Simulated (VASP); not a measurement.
These are RPBE GGA, VASP's PBE PAW potentials (set 64) (plane waves; VASP 6.6.1) values and carry that method's errors.

A VASP calculation is set up with these files.

File POSCAR:
```
GaN
1
    1.5886802497    -2.7516748703     0.0000000000
    1.5886802497     2.7516748703     0.0000000000
    0.0000000000     0.0000000000     5.1711626745
Ga N
2 2
Direct
  0.6666670000   0.3333330000   0.5000311170
  0.3333330000   0.6666670000   0.0000311170
  0.6666670000   0.3333330000   0.8769688830
  0.3333330000   0.6666670000   0.3769688830
```

File KPOINTS:
```
Regular mesh
0
gamma
  8 8 4
```

INCAR:
```
ALGO = Normal
EDIFF = 1E-7
EDIFFG = -0.01
ENCUT = 520
GGA = RP
IBRION = 2
ISIF = 4
ISMEAR = 0
LASPH = .True.
LCHARG = .False.
LMAXMIX = 4
LREAL = .False.
LWAVE = .False.
NELM = 100
NSW = 30
PREC = Accurate
SIGMA = 0.05
SYSTEM = GaN
```

POTCAR, in this order: Ga_d N (PBE.64 set). Program: vasp_std.

Q: Predict the energy per atom (σ→0), pressure.

A: 
```
Item                            Value
---------------------  --------------
energy per atom (σ→0)  -5.648 eV/atom
pressure                   113.5 kbar
```

OSZICAR:
```
...
DAV:   9    -0.225919363427E+02    0.22397E-01   -0.10945E-01  2382   0.592E+00    0.331E-01
DAV:  10    -0.225930843917E+02   -0.11480E-02   -0.70427E-03  1444   0.839E-01    0.116E-01
DAV:  11    -0.225932441219E+02   -0.15973E-03   -0.17156E-03  2012   0.783E-01    0.248E-02
DAV:  12    -0.225932618330E+02   -0.17711E-04   -0.17628E-04  1486   0.150E-01    0.165E-02
DAV:  13    -0.225932671927E+02   -0.53597E-05   -0.45409E-05  2040   0.857E-02    0.175E-03
DAV:  14    -0.225932684128E+02   -0.12201E-05   -0.12621E-05  1556   0.269E-02    0.550E-03
DAV:  15    -0.225932683646E+02    0.48178E-07   -0.83181E-07  1706   0.109E-02
   1 F= -.22593268E+02 E0= -.22593268E+02  d E =-.225933E+02
```

The compound is GaN in the wurtzite structure. This cell is one point of a volume scan, at 0.94 of the reference volume.
